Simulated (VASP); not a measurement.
An input for Quantum ESPRESSO's pw.x (written as the equivalent of a VASP run, and not itself run):

```
&CONTROL
  calculation = 'scf'
  pseudo_dir = './pseudo'
  outdir = './out'
  tprnfor = .true.
  tstress = .true.
/
&SYSTEM
  ibrav = 0
  nat = 4
  ntyp = 2
  ecutwfc = 84
  occupations = 'smearing'
  smearing = 'gaussian'
  degauss = 0.003675
  input_dft = 'pbe'
/
&ELECTRONS
  conv_thr = 7.3e-08
  electron_maxstep = 100
/
ATOMIC_SPECIES
  P 30.974 P.upf
  Ru 101.070 Ru.upf
CELL_PARAMETERS angstrom
     1.9346620   -5.1124130    0.0000000
     1.9346620    5.1124130    0.0000000
     0.0000000    0.0000000    3.8126780
ATOMIC_POSITIONS crystal
  P    0.5640000  0.4360000  0.2500000
  P    0.4360000  0.5640000  0.7500000
  Ru   0.8547500  0.1452500  0.2500000
  Ru   0.1452500  0.8547500  0.7500000
K_POINTS automatic
  6 6 5 0 0 0
```

**Question.** Write the VASP files for the same calculation (PBE).

**Answer.** This is not unique; one that fits is 
KPOINTS:
```
Automatic mesh
0
Gamma
6 6 5
0 0 0
```

File POSCAR:
```
PRu
1.0
  1.9346620000  -5.1124130000   0.0000000000
  1.9346620000   5.1124130000   0.0000000000
  0.0000000000   0.0000000000   3.8126780000
P Ru
2 2
Cart
  1.9346620000  -0.6543888640   0.9531695000
  1.9346620000   0.6543888640   2.8595085000
  1.9346620000  -3.6272570235   0.9531695000
  1.9346620000   3.6272570235   2.8595085000
```

**INCAR**
```
SYSTEM  =  PRu
PREC  =  Normal; ENCUT  =  400; LREAL  =  F
LASPH  =  T
EDIFF  =  1E-6; NELM  =  100; ALGO  =  Normal
LMAXMIX  =  4
ISMEAR  =  0; SIGMA  =  0.05
GGA  =  PE
ISIF  =  2
LWAVE  =  F; LCHARG  =  F
```

POTCAR, in this order: P Ru_pv (PBE.64 set). Program: vasp_std.

The two are equivalent in intent, not identical: the potentials are each code's own (VASP's PAW set, PseudoDojo norm-conserving files in pw.x), so ENCUT and ecutwfc are chosen apart and not converted; conv_thr bounds pw.x's estimated SCF error, while EDIFF bounds the energy change between steps.

The structure was generated: PRu was put into the CrB type (Cmcm), which need not be its known phase. The cell was not relaxed at this level. The k-mesh is coarse (spacing up to 0.33 per Å, 2π included), so the numbers may not be converged in it. The run is one of a series of settings (PREC = Normal against the base run), some of them coarse on purpose.
